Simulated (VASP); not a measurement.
```xyz
3
Lattice="4.8158 0.0000 0.0000 -2.4079 4.1706 0.0000 0.0000 0.0000 2.6465" Properties=species:S:1:pos:R:3 pbc="T T T"
Nb     0.0000     0.0000     0.0000
Nb     0.0000     2.7804     1.3232
Nb     2.4079     1.3902     1.3232
```

Method: PBEsol GGA, VASP's PBE PAW potentials (set 64) (plane waves; VASP). Run with 400 eV cut-off, 8×8×13 Γ-centred mesh, tetrahedra with Blöchl corrections, potentials Nb_sv.

The cores are frozen, which limits the accuracy of field gradients.

Give the principal components of the electric field gradient (V/Å²) and the asymmetry η at each nucleus.

```json
[
 {"atom": "Nb1", "Vxx": "-28.5", "Vyy": "-28.5", "Vzz": "57.1", "η": "0.00"},
 {"atom": "Nb2", "Vxx": "-20.0", "Vyy": "-20.0", "Vzz": "40.0", "η": "0.00"},
 {"atom": "Nb3", "Vxx": "-20.0", "Vyy": "-20.0", "Vzz": "40.0", "η": "0.00"}
]
```

The structure was generated: Nb was put into the omega type (P6/mmm), which need not be its known phase. It was relaxed first.
